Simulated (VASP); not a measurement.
VASP input:

### KPOINTS
```
Automatic mesh
0
Gamma
8 8 8
0 0 0
```

**INCAR**
```
# general
SYSTEM =CdSe
PREC   =Accurate
ENCUT  =480   # plane-wave cut-off (eV)
LREAL  =.False.   # projection in real space or not
LASPH  =.True.

# electronic loop
EDIFF  =1E-7   # SCF stop (eV)
NELM   =100   # most electronic steps
ALGO   =Normal
LMAXMIX=4   # l cut-off of mixed one-centre charges

# smearing
ISMEAR =0
SIGMA  =0.05   # width (eV)

# functional
GGA    =PE

# ions
ISIF   =2

# output
LWAVE  =.False.
LCHARG =.False.
```

File POSCAR:
```
CdSe
1
    0.0000000000     3.0956650791     3.0956650791
    3.0956650791     0.0000000000     3.0956650791
    3.0956650791     3.0956650791     0.0000000000
Cd Se
1 1
Direct
  1.0000000000   0.0000000000   1.0000000000
  0.2500000000   0.2500000000   0.2500000000
```

POTCAR, in this order: Cd Se (PBE.64 set). Program: vasp_std.

### Question
Write an equivalent input for Quantum ESPRESSO's pw.x.

### Answer
One equivalent input (not run):
```
&CONTROL
  calculation = 'scf'
  pseudo_dir = './pseudo'
  outdir = './out'
  tprnfor = .true.
  tstress = .true.
/
&SYSTEM
  ibrav = 0
  nat = 2
  ntyp = 2
  ecutwfc = 102
  occupations = 'smearing'
  smearing = 'gaussian'
  degauss = 0.003675
  input_dft = 'pbe'
/
&ELECTRONS
  conv_thr = 7.3e-09
  electron_maxstep = 100
/
ATOMIC_SPECIES
  Cd 112.414 Cd.upf
  Se 78.971 Se.upf
CELL_PARAMETERS angstrom
     0.0000000    3.0956651    3.0956651
     3.0956651    0.0000000    3.0956651
     3.0956651    3.0956651    0.0000000
ATOMIC_POSITIONS crystal
  Cd   1.0000000  0.0000000  1.0000000
  Se   0.2500000  0.2500000  0.2500000
K_POINTS automatic
  8 8 8 0 0 0
```
The two are equivalent in intent, not identical: the potentials are each code's own (VASP's PAW set, PseudoDojo norm-conserving files in pw.x), so ENCUT and ecutwfc are chosen apart and not converted; conv_thr bounds pw.x's estimated SCF error, while EDIFF bounds the energy change between steps.

The compound is CdSe in the zinc blende structure, whereas wurtzite is the usual form. It was relaxed first, which changed the volume by +7 %.
